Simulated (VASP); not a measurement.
# HfO (relaxed from the zinc blende structure, space group F-43m): computed properties

All values below come from PBEsol GGA, VASP's PBE PAW potentials (set 64) (plane waves; VASP 6.6.1).

```
Property                                                               Value
----------------------------------  ----------------------------------------
space group                                                      F-43m (216)
cell                                 a = b = c = 4.888 Å, α = β = γ = 90.00°
volume per atom                                                14.60 Å³/atom
band gap (over mesh and band path)  none (metal, semimetal or under 0.01 eV)
density                                                          11.06 g/cm³
```

Space group F-43m (No. 216); a = b = c = 4.8881 Å, α = β = γ = 90.00°

```tsv
atom	site	symmetry	x	y	z
Hf	4a	-43m	0.0000	0.0000	0.0000
O	4d	-43m	0.7500	0.7500	0.7500
```
(The calculation used a cell of 2 atoms; values per cell refer to that cell.)

Unless said otherwise, spin-orbit coupling is left out, though it shifts the bands of the heavy elements here.

The structure was generated: HfO was put into the zinc blende type (F-43m), which need not be its known phase. It was relaxed first, which changed the volume by -32 %. Symmetry was kept, so distortions that lower it aren't found.
